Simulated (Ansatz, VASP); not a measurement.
Na3Sb2: VASP beside Ansatz

```
Na Sb
1.0
     4.55410    2.62931    4.29508
    -4.55410    2.62931    4.29508
     0.00000   -5.25862    4.29508
Na Sb
6 4
Direct
  0.07200 0.42800 0.75000
  0.75000 0.07200 0.42800
  0.42800 0.75000 0.07200
  0.92800 0.57200 0.25000
  0.25000 0.92800 0.57200
  0.57200 0.25000 0.92800
  0.86289 0.86289 0.86289
  0.63711 0.63711 0.63711
  0.13711 0.13711 0.13711
  0.36289 0.36289 0.36289
```

Alike in both runs: functional PBE; k mesh 3 × 3 × 3; occupations gaussian, width 0.1 eV; no spin polarisation.

Ansatz relaxed the structure, and its values are those at the end. VASP's run is a single point on that final structure, the one shown.

```csv
,VASP,Ansatz
version,VASP 6.6.1,Ansatz 0.2.0
potentials or method,"VASP PAW PBE potentials, release 64 (Na_pv, Sb)","scalar-relativistic, plane waves, PAW"
plane-wave cutoff (eV),520,420
valence electrons in the cell,62,114
```

|  | VASP | Ansatz | Ansatz less VASP |
| --- | --- | --- | --- |
| gap on the k mesh at the Fermi level (eV) | none | none | - |
| pressure (GPa) | 0.2 | 0.1 | -0.04 |
| rms of the force components (eV/Å) | 0.010 | 0.002 | -0.0076 |

A gap of «none» marks a metal or a gap that the smearing closes. The two sets of potentials don't hold the same shells in valence.

Spin-orbit coupling is left out, which matters for the levels of Sb.
